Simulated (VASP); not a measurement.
VASP runs on Na (bcc) share one base input (PBE GGA, plane waves, VASP's PBE PAW potentials (set 64)) and change the settings named in each case.

**POSCAR**
```
Na
1.0
 -2.1726000000   2.1726000000   2.1726000000
  2.1726000000  -2.1726000000   2.1726000000
  2.1726000000   2.1726000000  -2.1726000000
Na
1
Cartesian
  0.0000000000   0.0000000000   0.0000000000
```

INCAR:
```
ALGO  =  Normal
EDIFF  =  1E-6
ENCUT  =  400
GGA  =  PE
ISIF  =  2
ISMEAR  =  1
LASPH  =  .TRUE.
LCHARG  =  .FALSE.
LREAL  =  .FALSE.
LWAVE  =  .FALSE.
NELM  =  100
PREC  =  Accurate
SIGMA  =  0.1
SYSTEM  =  Na
```

File KPOINTS:
```
Automatic mesh
0
gamma
  11 11 11
```

POTCAR, in this order: Na_pv (PBE.64 set). Program: vasp_std.

| change | E(σ→0) (eV/atom) |
|---|---|
| base run | -1.3043 |
| ENCUT = 800, POTCAR Na_sv (PBE.64 set) | -1.3122 |
| ENCUT = 520, POTCAR Na (PBE.64 set) | -1.3000 |
| ENCUT = 520 | -1.3045 |
| ENCUT = 800 | -1.3044 |
 Energies of different potentials or functionals have different zeros.

Left out are runs that ran out of time, are held back, or changed the cell or the kind of run, fixed moments of cells without a moment, rows past the twelfth, gaps on odd meshes, pressures of charged cells and columns that move by less than the noise.

The compound is Na in the bcc structure. The cell was not relaxed at this level.
